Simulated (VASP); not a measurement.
Given:

```yaml
crystal:
  lattice:
    - [6.12257, 0.00000, 0.00000]
    - [0.00000, 6.12257, 0.00000]
    - [0.00000, 0.00000, 6.12257]
  atoms:
    - { symbol: Ga, position: [0.00000, 0.00000, 0.00000] }
    - { symbol: Ga, position: [0.50000, 0.50000, 0.00000] }
    - { symbol: Ga, position: [0.50000, 0.00000, 0.50000] }
    - { symbol: Sb, position: [0.25084, 0.24916, 0.24916] }
    - { symbol: Sb, position: [0.74916, 0.75084, 0.24916] }
    - { symbol: Sb, position: [0.74916, 0.24916, 0.75084] }
    - { symbol: Sb, position: [0.25084, 0.75084, 0.75084] }
    - { symbol: Al, position: [0.00000, 0.50000, 0.50000] }
```

Level of theory: PBEsol GGA, VASP's PBE PAW potentials (set 64) (plane waves; VASP 6.6.1). Run with 400 eV cut-off, Gaussian smearing of 0.050 eV, potentials Ga_d Sb Al.

Unless said otherwise, spin-orbit coupling is left out, though it shifts the bands of the heavy elements here.

### Question
Give the energies of bands 23 to 36 at the high-symmetry points, in eV from the valence-band maximum.

### Answer

| band | Γ | X | M | R |
|---|---|---|---|---|
| 23 | -2.49 | -3.58 | -4.74 | -5.72 |
| 24 | -2.49 | -3.32 | -3.17 | -1.11 |
| 25 | -2.49 | -3.28 | -3.13 | -1.11 |
| 26 | -2.48 | -3.06 | -3.13 | -1.11 |
| 27 | -2.48 | -3.06 | -3.11 | -1.11 |
| 28 | -2.48 | -1.65 | -1.19 | -1.11 |
| 29 | 0.00 | -1.65 | -1.16 | -1.06 |
| 30 | 0.00 | -1.56 | -1.16 | -1.06 |
| 31 | 0.00 | -1.56 | -1.15 | -1.06 |
| 32 | 0.29 | 1.20 | 1.92 | 0.39 |
| 33 | 0.81 | 1.39 | 2.03 | 0.39 |
| 34 | 0.81 | 2.72 | 2.03 | 0.39 |
| 35 | 1.16 | 2.73 | 2.40 | 1.24 |
| 36 | 1.16 | 3.76 | 4.50 | 3.56 |

The gap is direct, 0.29 eV, from the valence maximum at Γ to the conduction minimum at Γ.

The structure was generated: AlGa3Sb4 was put into an ordered model structure (P-43m), which need not be its known phase. It was relaxed first.
